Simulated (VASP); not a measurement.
Level of theory: LDA (Ceperley-Alder, Perdew-Zunger), VASP's LDA PAW potentials (set 64) (plane waves; VASP).

Gaps are without spin-orbit coupling.

| Property | Result |
|---|---|
| volume per atom | 12.52 Å^3/atom |
| band gap (over mesh and band path) | 2.94 eV |
| smallest direct gap (over mesh and band path) | 3.37 eV |

Task: Which relaxed crystal gives these values?
(A) YSF, P4/nmm (129)
(B) Li3BrO, Pm-3m (221)
(C) CdF2, Fm-3m (225)
(D) Rb2O2, Immm (71)

Result: C, CdF2, Fm-3m (225)
